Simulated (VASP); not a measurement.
# Mg2NCl (R-3m) in VASP: further runs, part 2 of 2

VASP 6.6.1.

### Step 3. Single point, PBE

INCAR

```
SYSTEM = Mg2NCl
  PREC = Accurate
  ENCUT = 520
  EDIFF = 1E-6
  ISMEAR = 0
  SIGMA = 0.05
  LREAL = .FALSE.
  LASPH = .TRUE.
  NELM = 60
  ALGO = Fast
  ISIF = 2
  LWAVE = .FALSE.
  LCHARG = .FALSE.
  GGA = PE
  NBANDS = 16
```

KPOINTS

```
regular mesh
0
G
  9 9 9
  0 0 0
```

POSCAR

```
Mg2NCl
1.0
    1.6606666161      0.9587863178      6.0029770000
   -1.6606666161      0.9587863178      6.0029770000
    0.0000000000     -1.9175726357      6.0029770000
Mg N Cl
2 1 1
Direct
    0.2228150000      0.2228150000      0.2228150000
    0.7771850000      0.7771850000      0.7771850000
    0.5000000000      0.5000000000      0.5000000000
    0.0000000000      0.0000000000      0.0000000000
```

Potentials or basis: VASP PAW PBE potentials, release 64 (Mg, N, Cl).

Launch:

```bash
> cat potpaw_PBE.64/Mg/POTCAR potpaw_PBE.64/N/POTCAR potpaw_PBE.64/Cl/POTCAR > POTCAR
> mpirun -np 1 vasp_std > vasp.out
```

OUTCAR:

```text
SYSTEM = Mg2NCl
   PREC = Accurate
   ENCUT = 520
   EDIFF = 1E-6
   ISMEAR = 0
   LREAL = .FALSE.
   LASPH = .TRUE.
   NELM = 60
   ISIF = 2
   GGA = PE

 ion  position               nearest neighbor table
   1  0.223  0.223  0.223-   3 2.17   3 2.17   3 2.17   4 2.76   4 2.76   4 2.76   2 2.79   2 2.79
                             2 2.79
   2  0.777  0.777  0.777-   3 2.17   3 2.17   3 2.17   4 2.76   4 2.76   4 2.76   1 2.79   1 2.79
                             1 2.79
   3  0.500  0.500  0.500-   1 2.17   2 2.17   1 2.17   1 2.17   2 2.17   2 2.17
   4  0.000  0.000  0.000-   2 2.76   2 2.76   1 2.76   1 2.76   2 2.76   1 2.76

  LATTYP: Found a trigonal (rhomboedric) cell.
 ALAT       =     6.3018106664
 COS(alpha) =     0.8611121662

  Lattice vectors:

 A1 = (   1.6606666161,   0.9587863178,   6.0029770000)
 A2 = (  -1.6606666161,   0.9587863178,   6.0029770000)
 A3 = (   0.0000000000,  -1.9175726357,   6.0029770000)

Analysis of symmetry for initial positions (statically):
=====================================================================
 Subroutine PRICEL returns:
 Original cell was already a primitive cell.

 Routine SETGRP: Setting up the symmetry group for a
 trigonal (rhombohedral) supercell.

[... 171 lines left out ...]

 E-fermi :   4.3106     XC(G=0):  -9.9217

 val. band max:        4.0377683939   @ k =   0.0000   0.0000   0.0000
 cond. band min:       6.2423164584   @ k =   0.0000   0.0000   0.0000
 fundamental gap:      2.2045480645
 Fermi energy:         4.3106455588

 k-point     1 :       0.0000    0.0000    0.0000
  band No.  band energies     occupation
      1     -12.4834      2.00000
      2      -8.6971      2.00000
      3      -2.2360      2.00000
      4       1.6554      2.00000
      5       1.6554      2.00000
      6       3.0220      2.00000
[... 433 lines left out ...]
      3      -2.0391      2.00000
      4      -1.1168      2.00000
      5       0.8614      2.00000
      6       1.0477      2.00000
[... 8 lines left out ...]
     15      13.9344      0.00000
     16      16.0948      0.00000

 [... further k-points ...]
[... 5 lines left out ...]
  --------------------------------------------------------------------------------------
  -------------------------------------------------------------------------------------
  Total       -0.1571193     -0.1571193     -0.1388161      0.0000000      0.0000000      0.0000000
  in kB       -4.3895296     -4.3895296     -3.8781819      0.0000000      0.0000000      0.0000000
  external PRESSURE =      -4.2190804 kB  Pullay stress =       0.0000000 kB

 VOLUME and BASIS-vectors are now :
 -----------------------------------------------------------------------------
  energy-cutoff  :      520.00
  volume of cell :       57.35
      direct lattice vectors                 reciprocal lattice vectors
     1.660666616  0.958786318  6.002977000     0.301083911  0.173830877  0.055528004
    -1.660666616  0.958786318  6.002977000    -0.301083911  0.173830877  0.055528004
     0.000000000 -1.917572636  6.002977000     0.000000000 -0.347661754  0.055528004

 POSITION                                       TOTAL-FORCE (eV/Angst)
 -----------------------------------------------------------------------------------
      0.00000     -0.00000      4.01266         0.000000      0.000000     -0.058213
      0.00000     -0.00000     13.99627         0.000000     -0.000000      0.058213
      0.00000     -0.00000      9.00447         0.000000      0.000000      0.000000
      0.00000      0.00000      0.00000         0.000000      0.000000     -0.000000
 -----------------------------------------------------------------------------------
    total drift:                                0.000000     -0.000000     -0.000000

  FREE ENERGIE OF THE ION-ELECTRON SYSTEM (eV)
  ---------------------------------------------------
  free  energy   TOTEN  =       -17.8048174993 eV

  energy  without entropy=      -17.8048174993  energy(sigma->0) =      -17.80481750
```

OSZICAR:

```text
N       E                     dE             d eps       ncg     rms          rms(c)
DAV:   1     0.557855443983E+02    0.55786E+02   -0.64634E+03  2720   0.837E+02
DAV:   2    -0.167392246846E+02   -0.72525E+02   -0.64627E+02  3912   0.161E+02
DAV:   3    -0.215013025948E+02   -0.47621E+01   -0.47382E+01  3528   0.425E+01
DAV:   4    -0.215325363648E+02   -0.31234E-01   -0.31231E-01  3360   0.407E+00
DAV:   5    -0.215328401008E+02   -0.30374E-03   -0.30373E-03  3640   0.399E-01    0.962E+00
RMM:   6    -0.180255055453E+02    0.35073E+01   -0.67649E+00  2903   0.112E+01    0.435E+00
RMM:   7    -0.179084156740E+02    0.11709E+00   -0.40690E-01  3188   0.526E+00    0.266E+00
RMM:   8    -0.178076075311E+02    0.10081E+00   -0.15681E-01  3193   0.242E+00    0.395E-01
RMM:   9    -0.178045978146E+02    0.30097E-02   -0.17550E-02  3360   0.861E-01    0.270E-01
RMM:  10    -0.178048312639E+02   -0.23345E-03   -0.31516E-03  3434   0.359E-01    0.643E-02
RMM:  11    -0.178048097618E+02    0.21502E-04   -0.52123E-04  3499   0.140E-01    0.326E-02
RMM:  12    -0.178048148781E+02   -0.51163E-05   -0.15004E-04  3477   0.793E-02    0.852E-03
RMM:  13    -0.178048175519E+02   -0.26738E-05   -0.33549E-05  3538   0.343E-02    0.683E-03
RMM:  14    -0.178048174993E+02    0.52580E-07   -0.59199E-06  3022   0.171E-02
   1 F= -.17804817E+02 E0= -.17804817E+02  d E =-.205169E-16
```

stdout:

```text
POSCAR found type information on POSCAR MgN Cl
 POSCAR found :  3 types and       4 ions
 scaLAPACK will be used
 LDA part: xc-table for (Slater+PW92), standard interpolation
 POSCAR, INCAR and KPOINTS ok, starting setup
 FFT: planning ... GRIDC
 FFT: planning ... GRID_SOFT
 FFT: planning ... GRID
 WAVECAR not read
 entering main loop
```

Run time: 1.9 min. Hardware: 1 thread of AMD EPYC 9R45 (Zen 5), shared host; peak memory 0.34 GiB.

What came out:

- Free energy: -17.8048 eV
- Pressure: -0.4 GPa
- Largest force: 0.058 eV/Å
- Band gap on the k mesh: 2.20 eV, direct

Forces in eV/Å, atoms in the order of the input:
```
Mg   0.000  0.000 -0.058
Mg   0.000  0.000  0.058
N    0.000  0.000  0.000
Cl   0.000  0.000  0.000
```

Levels at points of the mesh, in eV from the valence-band top:
```tsv
k point	band 5	band 6	band 7	band 8	band 9	band 10	band 11	band 12
(0.00, 0.00, 0.00)	-2.38	-1.02	0.00	0.00	2.20	5.35	8.33	8.88
```

Caveat: an odd mesh through Γ misses points on the zone boundary, where band edges often lie.
